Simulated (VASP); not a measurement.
# TaAs: zone-centre modes, functional by functional

How much do the zone-centre frequencies of TaAs depend on the functional? The starting structure is a computed structure from the Materials Project.

Method: Kohn-Sham DFT with plane waves and PAW; LDA, PBEsol, PBE, PBEsol + D3(BJ), r2SCAN and r2SCAN + rVV10, in VASP 6.6.1.

## 1. The starting structure

Symmetry: I4_1md, No. 109, tetragonal system. The conventional cell has a = 3.444 Å, b = 3.444 Å, c = 11.736 Å, α = 90.00°, β = 90.00°, γ = 90.00°. Ta has 6 As at 2.61 to 2.62 Å nearest. As has 6 Ta at 2.61 to 2.62 Å nearest. Farther neighbours are not listed.

Structure file:

```
Ta As
1.0
     0.00000   -3.44363    0.00000
    -3.44363    0.00000    0.00000
     1.72181   -1.72181   -5.86794
Ta As
2 2
Direct
  0.49997 0.50003 0.00007
  0.24997 0.25003 0.50007
  0.08263 0.91737 0.83474
  0.83263 0.66737 0.33474
```

## 2. Modes with LDA

LDA, the lowest rung, knows the local density alone. The cell comes from a relaxation at this level, not shown (67.12 Å³).

File INCAR:

```
SYSTEM = TaAs
PREC = Accurate
ENCUT = 450
EDIFF = 1E-08
NELM = 100
ISMEAR = 0
SIGMA = 0.05
LREAL = .FALSE.
ALGO = Normal
GGA = CA
NBANDS = 22
LASPH = .TRUE.
LORBIT = 11
LWAVE = .FALSE.
LCHARG = .FALSE.
KPAR = 8
IBRION = 8
ISIF = 2
```

File POSCAR:

```
TaAs
1.0
    0.0000000000     -3.4107368266      0.0000000000
   -3.4107368266      0.0000000000      0.0000000000
    1.7053684133     -1.7053684133     -5.7694265368
Ta As
2 2
Direct
    0.5003035622      0.4996964378      0.9993928757
    0.2503035622      0.2496964378      0.4993928757
    0.0822958578      0.9177041422      0.8354082843
    0.8322958578      0.6677041422      0.3354082843
```

File KPOINTS:

```
Automatic mesh
0
Gamma
10 10 10
0 0 0
```

PAW data sets: Ta_pv and As (LDA family, release 64).

The run is started by

```sh
$ mpirun -np 8 vasp_std
```

The log of the run:

```text
[banner, memory and clock lines left out]
running    8 mpi-ranks, on    1 nodes
 distrk:  each k-point on    1 cores,    8 groups
 distr:  one band on    1 cores,    1 groups

 POSCAR found type information on POSCAR TaAs
 POSCAR found :  2 types and       4 ions
|                                                                             |
|           W    W    AA    RRRRR   N    N  II  N    N   GGGG   !!!           |
|           W    W   A  A   R    R  NN   N  II  NN   N  G    G  !!!           |
|           W    W  A    A  R    R  N N  N  II  N N  N  G       !!!           |
|           W WW W  AAAAAA  RRRRR   N  N N  II  N  N N  G  GGG   !            |
|           WW  WW  A    A  R   R   N   NN  II  N   NN  G    G                |
|           W    W  A    A  R    R  N    N  II  N    N   GGGG   !!!           |
|                                                                             |
|     For optimal performance we recommend to set                             |
|       NCORE = 2 up to number-of-cores-per-socket                            |
|     NCORE specifies how many cores store one orbital (NPAR=cpu/NCORE).      |
|     This setting can greatly improve the performance of VASP for DFT.       |
|     The default, NCORE=1 might be grossly inefficient on modern             |
|     multi-core architectures or massively parallel machines. Do your        |
|     Unfortunately you need to use the default for GW and RPA                |
|     calculations (for HF NCORE is supported but not extensively tested      |
|     yet).                                                                   |
|                                                                             |

 LDA part: xc-table for (Slater(with rela. corr.)+CA(PZ))
 , standard interpolation
 POSCAR, INCAR and KPOINTS ok, starting setup
 FFT: planning ... GRIDC
 FFT: planning ... GRID_SOFT
 FFT: planning ... GRID
 WAVECAR not read
 entering main loop
       N       E                     dE             d eps       ncg     rms          rms(c)
DAV:   1     0.220462114393E+03    0.22046E+03   -0.15470E+04  4496   0.126E+03
DAV:   2    -0.312073413040E+02   -0.25167E+03   -0.24180E+03  5262   0.349E+02
DAV:   3    -0.405738447613E+02   -0.93665E+01   -0.91251E+01  5732   0.610E+01
DAV:   4    -0.407282706922E+02   -0.15443E+00   -0.15370E+00  5534   0.748E+00
DAV:   5    -0.407314488897E+02   -0.31782E-02   -0.31753E-02  5704   0.859E-01    0.225E+01
DAV:   6    -0.390872814280E+02    0.16442E+01   -0.48567E+00  5440   0.134E+01    0.965E+00
DAV:   7    -0.389699883782E+02    0.11729E+00   -0.44034E-01  6262   0.415E+00    0.262E+00
DAV:   8    -0.389497367847E+02    0.20252E-01   -0.40861E-02  5612   0.995E-01    0.270E-01
DAV:   9    -0.389493594093E+02    0.37738E-03   -0.33734E-03  5734   0.304E-01    0.114E-01
DAV:  10    -0.389492784730E+02    0.80936E-04   -0.39331E-04  5452   0.157E-01    0.210E-02
DAV:  11    -0.389492777758E+02    0.69723E-06   -0.26527E-05  6022   0.276E-02    0.133E-02
DAV:  12    -0.389492760625E+02    0.17133E-05   -0.82595E-06  5494   0.202E-02    0.109E-03
DAV:  13    -0.389492760615E+02    0.97862E-09   -0.33412E-07  5662   0.377E-03    0.819E-04
DAV:  14    -0.389492760585E+02    0.30045E-08   -0.23139E-08  4638   0.110E-03
   1 F= -.38949276E+02 E0= -.38948914E+02  d E =-.724526E-03
 Linear response reoptimize wavefunctions to high precision
DAV:   1    -0.389492760582E+02    0.34015E-09   -0.25839E-09  3804   0.422E-04
DAV:   2    -0.389492760582E+02   -0.59117E-11   -0.26946E-10  3156   0.127E-04
 Linear response DOF=           6
 Linear response progress:
  Degree of freedom:   1/  6
       N       E                     dE             d eps       ncg     rms          rms(c)
RMM:   1    -0.142673639728E+00   -0.14267E+00    0.13046E+01 12611   0.241E+01
RMM:   2    -0.174961254742E+00   -0.32288E-01   -0.42190E-02 18938   0.146E+00    0.120E-01
RMM:   3    -0.174727244639E+00    0.23401E-03   -0.42378E-03 23383   0.271E-01    0.651E-02
RMM:   4    -0.174340120000E+00    0.38712E-03   -0.45884E-04 25568   0.104E-01    0.236E-02
RMM:   5    -0.174213001758E+00    0.12712E-03   -0.50570E-05 26002   0.268E-02    0.771E-03
RMM:   6    -0.174172631376E+00    0.40370E-04   -0.18818E-05 25518   0.103E-02    0.969E-04
RMM:   7    -0.174171034180E+00    0.15972E-05   -0.12785E-05 27596   0.409E-03    0.514E-04
RMM:   8    -0.174172560182E+00   -0.15260E-05   -0.72040E-06 26513   0.183E-03    0.280E-04
RMM:   9    -0.174173933585E+00   -0.13734E-05   -0.45951E-06 25618   0.105E-03    0.771E-05
RMM:  10    -0.174174063337E+00   -0.12975E-06   -0.25373E-06 25360   0.635E-04    0.394E-05
RMM:  11    -0.174174476175E+00   -0.41284E-06   -0.15904E-06 24618   0.429E-04    0.228E-05
RMM:  12    -0.174174308170E+00    0.16800E-06   -0.94162E-07 24483   0.271E-04    0.888E-06
RMM:  13    -0.174174319290E+00   -0.11119E-07   -0.59761E-07 28253   0.176E-04    0.109E-05
RMM:  14    -0.174174244759E+00    0.74531E-07   -0.37012E-07 24402   0.137E-04    0.217E-05
RMM:  15    -0.174174443600E+00   -0.19884E-06   -0.23400E-07 22786   0.126E-04    0.331E-06
RMM:  16    -0.174174450346E+00   -0.67466E-08   -0.14555E-07 27807   0.796E-05    0.324E-06
RMM:  17    -0.174174444393E+00    0.59534E-08   -0.89255E-08 25338   0.607E-05    0.454E-06
 first order change of Fermi-energy  -0.29496E-04
[...]
first order change of Fermi-energy  -0.45340E-04
 force on displaced ion       1 direction 2 :  -0.000 -17.074   0.001
 Linear response progress:
  Degree of freedom:   3/  6
       N       E                     dE             d eps       ncg     rms          rms(c)
RMM:   1    -0.167284630640E+00   -0.16728E+00    0.13593E+01  7638   0.247E+01
RMM:   2    -0.201511170674E+00   -0.34227E-01   -0.46550E-02 11539   0.153E+00    0.121E-01
RMM:   3    -0.201295746111E+00    0.21542E-03   -0.62754E-03 14086   0.299E-01    0.716E-02
RMM:   4    -0.201072502673E+00    0.22324E-03   -0.55381E-04 15043   0.109E-01    0.450E-02
RMM:   5    -0.200846115435E+00    0.22639E-03   -0.18274E-04 14525   0.586E-02    0.190E-02
RMM:   6    -0.200774960115E+00    0.71155E-04   -0.26072E-05 15033   0.203E-02    0.955E-03
RMM:   7    -0.200712495909E+00    0.62464E-04   -0.46410E-06 15676   0.127E-02    0.217E-03
RMM:   8    -0.200708977983E+00    0.35179E-05   -0.38913E-06 14232   0.559E-03    0.582E-04
RMM:   9    -0.200708172602E+00    0.80538E-06    0.12189E-06 15722   0.213E-03    0.308E-04
RMM:  10    -0.200708130571E+00    0.42031E-07    0.10987E-06 15415   0.107E-03    0.113E-04
RMM:  11    -0.200708573056E+00   -0.44249E-06    0.64236E-07 16434   0.521E-04    0.377E-05
RMM:  12    -0.200708729350E+00   -0.15629E-06    0.16840E-07 15346   0.314E-04    0.183E-05
RMM:  13    -0.200708859625E+00   -0.13028E-06    0.29734E-07 16069   0.193E-04    0.557E-06
RMM:  14    -0.200708880765E+00   -0.21140E-07    0.98838E-08 16427   0.126E-04    0.349E-06
RMM:  15    -0.200708898966E+00   -0.18201E-07    0.86209E-08 15714   0.899E-05    0.267E-06
RMM:  16    -0.200708908162E+00   -0.91962E-08    0.61797E-08 16203   0.684E-05    0.294E-06
 first order change of Fermi-energy   0.83377E-01
 force on displaced ion       1 direction 3 :  -0.000   0.000 -16.107
 Linear response progress:
  Degree of freedom:   4/  6
       N       E                     dE             d eps       ncg     rms          rms(c)
RMM:   1    -0.450589744788E-01   -0.45059E-01    0.66424E-02 27198   0.122E+00
RMM:   2    -0.448629317280E-01    0.19604E-03   -0.29756E-03 21136   0.245E-01    0.133E-01
RMM:   3    -0.449141790818E-01   -0.51247E-04   -0.58393E-04 21115   0.109E-01    0.716E-02
RMM:   4    -0.452314053886E-01   -0.31723E-03   -0.27955E-04 22183   0.752E-02    0.187E-02
RMM:   5    -0.452305050471E-01    0.90034E-06   -0.21497E-05 22441   0.239E-02    0.474E-03
RMM:   6    -0.452437824288E-01   -0.13277E-04   -0.21841E-06 22199   0.793E-03    0.295E-03
RMM:   7    -0.452376016979E-01    0.61807E-05    0.53814E-07 22894   0.260E-03    0.943E-04
RMM:   8    -0.452375471784E-01    0.54519E-07    0.18685E-07 23305   0.846E-04    0.616E-04
RMM:   9    -0.452370841579E-01    0.46302E-06    0.23375E-07 23589   0.364E-04    0.114E-04
RMM:  10    -0.452368068511E-01    0.27731E-06    0.12014E-07 23705   0.119E-04    0.706E-05
RMM:  11    -0.452367854867E-01    0.21364E-07   -0.28617E-09 23851   0.444E-05    0.402E-05
RMM:  12    -0.452367917042E-01   -0.62175E-08    0.21241E-09 24541   0.225E-05    0.127E-05
 first order change of Fermi-energy   0.22903E-04
 force on displaced ion       3 direction 1 : -14.854  -0.000  -0.000
 Linear response progress:
  Degree of freedom:   5/  6
       N       E                     dE             d eps       ncg     rms          rms(c)
RMM:   1    -0.439295274651E-01   -0.43930E-01    0.55284E-02 27662   0.112E+00
RMM:   2    -0.431701391222E-01    0.75939E-03   -0.24997E-03 21347   0.217E-01    0.898E-02
RMM:   3    -0.432561237909E-01   -0.85985E-04   -0.28184E-04 21232   0.749E-02    0.506E-02
RMM:   4    -0.434479642422E-01   -0.19184E-03   -0.11561E-04 21859   0.494E-02    0.118E-02
RMM:   5    -0.434525142410E-01   -0.45500E-05   -0.12876E-05 22162   0.164E-02    0.288E-03
RMM:   6    -0.434561297500E-01   -0.36155E-05   -0.14417E-06 22593   0.497E-03    0.177E-03
RMM:   7    -0.434530451728E-01    0.30846E-05   -0.10843E-07 23369   0.177E-03    0.328E-04
RMM:   8    -0.434539896010E-01   -0.94443E-06    0.26914E-08 23163   0.576E-04    0.286E-04
RMM:   9    -0.434541185832E-01   -0.12898E-06    0.63203E-08 23373   0.224E-04    0.188E-04
RMM:  10    -0.434540633290E-01    0.55254E-07    0.17407E-08 22950   0.111E-04    0.366E-05
RMM:  11    -0.434539152098E-01    0.14812E-06   -0.72785E-09 24454   0.535E-05    0.310E-05
RMM:  12    -0.434539333630E-01   -0.18153E-07   -0.79514E-09 24546   0.218E-05    0.729E-06
RMM:  13    -0.434539436302E-01   -0.10267E-07   -0.42906E-09 22404   0.138E-05    0.580E-06
RMM:  14    -0.434539467484E-01   -0.31182E-08   -0.31658E-09 19662   0.120E-05    0.419E-07
 first order change of Fermi-energy   0.94315E-06
 force on displaced ion       3 direction 2 :  -0.000 -10.963   0.000
 Linear response progress:
  Degree of freedom:   6/  6
       N       E                     dE             d eps       ncg     rms          rms(c)
RMM:   1    -0.570949893998E-01   -0.57095E-01    0.96293E-02 18341   0.121E+00
RMM:   2    -0.568327817336E-01    0.26221E-03   -0.32115E-03 12737   0.277E-01    0.197E-01
RMM:   3    -0.567857253278E-01    0.47056E-04   -0.10378E-03 13319   0.159E-01    0.155E-01
RMM:   4    -0.567264482709E-01    0.59277E-04   -0.26337E-04 12657   0.721E-02    0.959E-02
RMM:   5    -0.568208937607E-01   -0.94445E-04   -0.46296E-05 13527   0.335E-02    0.505E-03
RMM:   6    -0.568131325176E-01    0.77612E-05   -0.33529E-06 13055   0.925E-03    0.256E-03
RMM:   7    -0.568093582319E-01    0.37743E-05   -0.29664E-07 14368   0.368E-03    0.892E-04
RMM:   8    -0.568095983720E-01   -0.24014E-06   -0.22558E-09 14042   0.106E-03    0.354E-04
RMM:   9    -0.568095073044E-01    0.91068E-07    0.18151E-07 13757   0.414E-04    0.686E-05
RMM:  10    -0.568096401375E-01   -0.13283E-06    0.12948E-07 13770   0.140E-04    0.437E-05
RMM:  11    -0.568096543151E-01   -0.14178E-07    0.92893E-08 14253   0.644E-05    0.720E-06
RMM:  12    -0.568096515273E-01    0.27878E-08    0.10878E-07 15269   0.287E-05    0.393E-06
RMM:  13    -0.568096477302E-01    0.37971E-08    0.10812E-07 14391   0.156E-05    0.109E-06
RMM:  14    -0.568096468307E-01    0.89952E-09    0.12600E-07 11913   0.124E-05    0.257E-07
RMM:  15    -0.568096469544E-01   -0.12371E-09    0.11124E-07  8745   0.113E-05    0.122E-07
RMM:  16    -0.568096467935E-01    0.16089E-09    0.12710E-07  7876   0.111E-05    0.193E-08
 first order change of Fermi-energy  -0.84559E-01
 force on displaced ion       3 direction 3 :   0.000  -0.000 -15.674
 Linear response finished
```

The job ended after 2.6 min (8 MPI ranks of Intel Xeon 6975P-C (Granite Rapids), shared host; peak memory 5.8 GiB; 21 min of CPU time).

The logs omit lines about the potential files and the build; timing stands in the text.

(Continued in part 2 of 3.)

[Lines on the potential files, build, host, timing and source positions are cut from VASP's logs without a mark.]

[Logs are printed without paths, hosts, clocks, repeated set-up lines and the standing remarks that a program may print on its own settings, such as how far it seeks lower states.]

[Hosts, paths, dates, database ids (printed as entryN), source tags and the programs' standing remarks are cut or masked in the printed files.]
